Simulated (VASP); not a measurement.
Method: PBEsol GGA, VASP's PBE PAW potentials (set 64) (plane waves; VASP).

VASP input:

POSCAR:
```
BeCd3S4
1
    5.5709887856    -0.0000000000     0.0000000000
   -0.0000000000     5.5709887856    -0.0000000000
   -0.0000000000    -0.0000000000     5.5709887856
Cd S Be
3 4 1
Direct
  0.0000000000   0.0000000000   0.0000000000
  0.5000000000   0.5000000000   0.0000000000
  0.5000000000   0.0000000000   0.5000000000
  0.2216180366   0.2783819634   0.2783819634
  0.7783819634   0.7216180366   0.2783819634
  0.7783819634   0.2783819634   0.7216180366
  0.2216180366   0.7216180366   0.7216180366
  0.0000000000   0.5000000000   0.5000000000
```

**KPOINTS**
```
kpoints
0
G
 4 4 4
0 0 0
```

**INCAR**
```
! general
SYSTEM  = BeCd3S4
PREC    = Accurate
ENCUT   = 400   ! plane-wave cut-off (eV)
LREAL   = .FALSE.   ! projection in real space or not
LASPH   = .TRUE.   ! aspherical one-centre terms

! electronic loop
EDIFF   = 1E-6   ! SCF stop (eV)
NELM    = 100
ALGO    = Normal   ! blocked Davidson
LMAXMIX = 4   ! l cut-off of mixed one-centre charges

! smearing
ISMEAR  = 0   ! Gaussian
SIGMA   = 0.05

! functional
GGA     = PS   ! PBEsol

! ions
IBRION  = 2   ! conjugate gradients
NSW     = 60
ISIF    = 3   ! ions, shape and volume
EDIFFG  = -0.02   ! ionic stop

! output
LWAVE   = .FALSE.
LCHARG  = .FALSE.
```

POTCAR, in this order: Cd S Be (PBE.64 set). Program: vasp_std.

### Question
What will the output report for the number of irreducible k-points (NKPTS), number of bands (NBANDS), largest plane-wave count, number of space-group operations, FFT grid (NGX, NGY, NGZ)?

### Answer

The number of irreducible k-points (NKPTS) is 10, the number of bands (NBANDS) comes out as 37 and the largest plane-wave count comes out as 3178. The number of space-group operations comes out as 24 and the FFT grid (NGX, NGY, NGZ) is 36 × 36 × 36.

The structure was generated: BeCd3S4 was put into an ordered model structure (P-43m), which need not be its known phase. This run relaxes it. Symmetry was kept, so distortions that lower it aren't found. The start is the result of an earlier pass.
